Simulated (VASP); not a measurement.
Method: optB86b-vdW, VASP's PBE PAW potentials (set 64) (plane waves; VASP).

VASP input:

File KPOINTS:
```
Automatic mesh
0
Gamma
14 14 14
0 0 0
```

INCAR:
```
AGGAC=0.0
ALGO=Normal
EDIFF=1E-6
EDIFFG=-0.01
ENCUT=520
GGA=MK
IBRION=2
ISIF=3
ISMEAR=1
LASPH=.TRUE.
LCHARG=.FALSE.
LMAXMIX=4
LREAL=.FALSE.
LUSE_VDW=.TRUE.
LWAVE=.FALSE.
NELM=100
NSW=60
PARAM1=0.1234
PARAM2=1.0
PREC=Accurate
SIGMA=0.1
SYSTEM=Pd
```

**POSCAR**
```
Pd
1.0
  0.0000000000   1.9450000000   1.9450000000
  1.9450000000   0.0000000000   1.9450000000
  1.9450000000   1.9450000000   0.0000000000
Pd
1
Cart
  0.0000000000   0.0000000000   0.0000000000
```

POTCAR, in this order: Pd (PBE.64 set). Program: vasp_std.

What VASP printed:

### OSZICAR
```
       N       E                     dE             d eps       ncg     rms          rms(c)
DAV:   1     0.422787558612E+02    0.42279E+02   -0.53835E+03  1896   0.105E+03
DAV:   2    -0.236937382330E+01   -0.44648E+02   -0.43331E+02  2009   0.195E+02
DAV:   3    -0.273564488862E+01   -0.36627E+00   -0.36401E+00  2215   0.210E+01
DAV:   4    -0.273734262299E+01   -0.16977E-02   -0.16976E-02  2173   0.133E+00
DAV:   5    -0.273736335497E+01   -0.20732E-04   -0.20733E-04  2257   0.127E-01    0.792E+00
DAV:   6    -0.244066569126E+01    0.29670E+00   -0.13392E+00  1919   0.110E+01    0.376E+00
DAV:   7    -0.242939318384E+01    0.11273E-01   -0.64911E-03  2090   0.807E-01    0.201E+00
DAV:   8    -0.242511835311E+01    0.42748E-02   -0.12199E-03  1987   0.325E-01    0.526E-02
DAV:   9    -0.242511991057E+01   -0.15575E-05   -0.18138E-05  2735   0.436E-02    0.153E-02
DAV:  10    -0.242512385029E+01   -0.39397E-05   -0.24228E-06  2028   0.181E-02    0.368E-03
DAV:  11    -0.242512366996E+01    0.18032E-06   -0.13473E-08  1025   0.145E-03
   1 F= -.24251237E+01 E0= -.24245586E+01  d E =-.242512E+01
       N       E                     dE             d eps       ncg     rms          rms(c)
DAV:   1    -0.254940618488E+01   -0.12428E+00   -0.24091E+00  1898   0.176E+01    0.237E+00
DAV:   2    -0.242357672551E+01    0.12583E+00   -0.66834E-01  1890   0.738E+00    0.686E-01
DAV:   3    -0.242329489351E+01    0.28183E-03   -0.16750E-03  2068   0.366E-01    0.415E-01
DAV:   4    -0.242340248816E+01   -0.10759E-03   -0.12807E-03  2111   0.308E-01    0.199E-02
DAV:   5    -0.242341487077E+01   -0.12383E-04   -0.18219E-05  2194   0.324E-02    0.102E-02
DAV:   6    -0.242341552289E+01   -0.65212E-06   -0.25031E-06  1938   0.161E-02
   2 F= -.24234155E+01 E0= -.24228350E+01  d E =0.170815E-02
       N       E                     dE             d eps       ncg     rms          rms(c)
DAV:   1    -0.247443234883E+01   -0.51017E-01   -0.88368E-01  1900   0.106E+01    0.154E+00
DAV:   2    -0.242624890833E+01    0.48183E-01   -0.25933E-01  1890   0.474E+00    0.350E-01
DAV:   3    -0.242628211386E+01   -0.33206E-04   -0.53478E-04  1985   0.297E-01    0.203E-01
DAV:   4    -0.242640730574E+01   -0.12519E-03   -0.53070E-04  2121   0.198E-01    0.147E-02
DAV:   5    -0.242640884155E+01   -0.15358E-05   -0.40944E-06  1994   0.187E-02    0.553E-03
DAV:   6    -0.242640924084E+01   -0.39929E-06   -0.68795E-07  1865   0.876E-03
   3 F= -.24264092E+01 E0= -.24258377E+01  d E =-.128557E-02
```

### OUTCAR
```
------------------------ aborting loop because EDIFF is reached ----------------------------------------
  FORCE on cell =-STRESS in cart. coord.  units (eV):
  Direction    XX          YY          ZZ          XY          YZ          ZX
  --------------------------------------------------------------------------------------
  Total        0.0004676      0.0004676      0.0004676      0.0000000      0.0000000      0.0000000
  in kB        0.0502938      0.0502938      0.0502938      0.0000000      0.0000000      0.0000000
  external PRESSURE =       0.0502938 kB  Pullay stress =       0.0000000 kB
  volume of cell :       14.90
      direct lattice vectors                 reciprocal lattice vectors
    -0.000000000  1.952888492  1.952888492    -0.256031003  0.256031003  0.256031003
     1.952888492  0.000000000  1.952888492     0.256031003 -0.256031003  0.256031003
     1.952888492  1.952888492  0.000000000     0.256031003  0.256031003 -0.256031003
 POSITION                                       TOTAL-FORCE (eV/Angst)
 -----------------------------------------------------------------------------------
      0.00000      0.00000      0.00000        -0.000000     -0.000000      0.000000
 -----------------------------------------------------------------------------------
    total drift:                               -0.000000     -0.000000     -0.000000
  FREE ENERGIE OF THE ION-ELECTRON SYSTEM (eV)
  ---------------------------------------------------
  free  energy   TOTEN  =        -2.4264092408 eV

  energy  without entropy=       -2.4246946885  energy(sigma->0) =       -2.42583772

 reached required accuracy - stopping structural energy minimisation
```
(Selected blocks of OUTCAR.)

CONTCAR:
```
Pd
   1.00000000000000
    -0.0000000000000000    1.9528884919382239    1.9528884919382239
     1.9528884919382239    0.0000000000000000    1.9528884919382239
     1.9528884919382239    1.9528884919382239    0.0000000000000000
  Pd
     1
Direct
     0.0000000000000000    0.0000000000000000    0.0000000000000000
```

The compound is Pd in the fcc structure. This run relaxes it. Symmetry was kept, so distortions that lower it aren't found.
